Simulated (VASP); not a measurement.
Input:

```
CELL_PARAMETERS angstrom
      0.00000     3.24845     3.24845
      3.24845     0.00000     3.24845
      3.24845     3.24845     0.00000
ATOMIC_POSITIONS crystal
  Sr 0.00000 0.00000 0.00000
  Te 0.50000 0.50000 0.50000
```

Computed with vdW-DF-cx, VASP's PBE PAW potentials (set 64) (plane waves; VASP 6.6.1). Numerical set-up: 520 eV cut-off, 7×7×7 Γ-centred mesh, Gaussian smearing of 0.050 eV, potentials Sr_sv Te.

Task: What does the run give for the energy per atom (σ→0), pressure?

Result: 
The energy per atom (σ→0) is -2.180 eV/atom. The pressure comes out as 2.49 GPa.

The absolute energy has meaning only against runs of the same code, potentials and settings.

The compound is SrTe in the rock salt structure. This cell is one point of a volume scan, at 0.94 of the reference volume.
